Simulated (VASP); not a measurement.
Input:

```
CeO2
1.0
    0.00000     2.68875     2.68875
    2.68875     0.00000     2.68875
    2.68875     2.68875     0.00000
Ce O
1 2
Direct
  0.00000   0.00000   0.00000
  0.25000   0.25000   0.25000
  0.75000   0.75000   0.75000
```

Method: PBE GGA with D3 dispersion (Becke-Johnson damping), VASP's PBE PAW potentials (set 64) (plane waves; VASP). Numerical set-up: 520 eV cut-off, 7×7×7 Γ-centred mesh, Gaussian smearing of 0.050 eV, potentials Ce O.

Task: The job: CeO₂ (fluorite), 3 atoms, PBE-D3(BJ), static run, 520 eV, 7×7×7 Γ-centred mesh. Roughly how much core time does it take on a busy server core?

Result: About 10 core-seconds (one run on a shared machine, a rough figure). It had 20 irreducible k-points, 16 bands, up to 1059 plane waves and 20 electronic steps.

The compound is CeO2 in the fluorite structure. This cell is one point of a volume scan, at 0.97 of the reference volume.
